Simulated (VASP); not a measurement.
These are r2SCAN meta-GGA, VASP's PBE PAW potentials (set 64) (plane waves; VASP 6.6.1) values and carry that method's errors.

VASP ran on this input.

### POSCAR
```
Ge
1.0
  0.0000000000   2.6705087534   2.6705087534
  2.6705087534   0.0000000000   2.6705087534
  2.6705087534   2.6705087534   0.0000000000
Ge
2
Cartesian
  2.6705087534   0.0000000000   2.6705087534
  1.3352543767   1.3352543767   1.3352543767
```

**INCAR**
```
NSW = 40
ALGO = Normal
ENCUT = 500
LMIXTAU = .TRUE.
PSTRESS = 200   ! kbar
LWAVE = .FALSE.
ISIF = 3
IBRION = 2
SYSTEM = Ge
EDIFF = 1E-6
METAGGA = R2SCAN
LREAL = .FALSE.   ! projection in real space or not
SIGMA = 0.05   ! width (eV)
LASPH = .TRUE.   ! aspherical one-centre terms
LCHARG = .FALSE.
LMAXMIX = 4   ! l cut-off of mixed one-centre charges
EDIFFG = -0.02
ISMEAR = 0   ! Gaussian
NELM = 100
PREC = Accurate
```

### KPOINTS
```
Automatic mesh
0
Gamma
9 9 9
0 0 0
```

POTCAR, in this order: Ge_d (PBE.64 set). Program: vasp_std.

Task: What will the output report for the number of irreducible k-points (NKPTS), largest plane-wave count, number of space-group operations, FFT grid (NGX, NGY, NGZ)?

Result: 
```json
{
  "number of irreducible k-points (NKPTS)": "35",
  "largest_plane_wave_count": "981",
  "number_of_space_group_operations": "48",
  "FFT grid (NGX, NGY, NGZ)": "28 × 28 × 28"
}
```

The compound is Ge in the diamond structure. It was relaxed first under an external pressure of 20 GPa.
